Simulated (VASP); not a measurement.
Input of a VASP 6.6.1 run:

INCAR

```
SYSTEM = Si2W
PREC     = Accurate       ! precision mode
ENCUT    = 520            ! plane-wave cutoff, eV
EDIFF    = 1E-7           ! SCF threshold, eV
ISMEAR   = 1              ! smearing method
SIGMA    = 0.2            ! smearing width, eV
LREAL    = .False.        ! projectors in reciprocal space
LASPH    = .True.         ! aspherical terms in the spheres
NELM     = 80             ! most SCF steps
ALGO     = Normal         ! electronic algorithm
ISIF     = 3              ! what is computed and relaxed
LWAVE    = .False.        ! write WAVECAR
LCHARG   = .False.        ! write CHGCAR
GGA      = PE             ! functional
IBRION   = 2              ! ionic algorithm
NSW      = 80             ! ionic steps
EDIFFG   = -0.002         ! ionic threshold
KPAR     = 4
```

KPOINTS

```
regular mesh
0
Gamma
  18 18 18
  0 0 0
```

The input POSCAR:

```
Si2W
1.0
   -1.6069000000      1.6069000000      3.9149500000
    1.6069000000     -1.6069000000      3.9149500000
    1.6069000000      1.6069000000     -3.9149500000
Si W
2 1
Direct
    0.3347000000      0.3347000000      0.0000000000
    0.6653000000      0.6653000000      0.0000000000
    0.0000000000      0.0000000000      0.0000000000
```

Potentials or basis: VASP PAW PBE potentials, release 64 (Si, W_sv).

Launch:

```console
$ cat potpaw_PBE.64/Si/POTCAR potpaw_PBE.64/W_sv/POTCAR > POTCAR
$ mpirun -np 4 vasp_std > vasp.out
```

(1) Estimate the relaxed volume.

(2) Predict the relaxed cell.

## Answers

(1) 13.68 Å³/atom.

(2) a = 4.548 Å, b = 4.548 Å, c = 4.548 Å, α = 138.41°, β = 138.41°, γ = 60.28°.
